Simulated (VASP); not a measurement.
Given:

```
Pd
1.0
    2.58689     0.00000     0.00000
    0.00000     2.58689     0.00000
    0.00000     0.00000     2.58689
Pd
1
Direct
  0.00000   0.00000   0.00000
```

Computed with r2SCAN meta-GGA, VASP's PBE PAW potentials (set 64) (plane waves; VASP). Numerical set-up: 400 eV cut-off, 16×16×16 Γ-centred mesh, tetrahedra with Blöchl corrections, potentials Pd.

### Question
Give the energies of bands 1 to 6 at the high-symmetry points, in eV from the Fermi level.

### Answer

```json
[
 {"band": "1", "Γ": "-6.10", "X": "-4.27", "M": "-5.03", "R": "-4.14"},
 {"band": "2", "Γ": "-4.77", "X": "-4.04", "M": "-3.56", "R": "-4.14"},
 {"band": "3", "Γ": "-4.77", "X": "-1.68", "M": "-1.38", "R": "-4.14"},
 {"band": "4", "Γ": "-0.03", "X": "-1.68", "M": "-1.38", "R": "1.39"},
 {"band": "5", "Γ": "-0.03", "X": "0.13", "M": "1.29", "R": "1.39"},
 {"band": "6", "Γ": "-0.03", "X": "0.62", "M": "5.97", "R": "11.68"}
]
```

It has no gap at this level: it comes out as a metal or semimetal.

The structure was generated: Pd was put into the simple-cubic type (Pm-3m), which need not be its known phase. It was relaxed first, which changed the volume by +5 %.
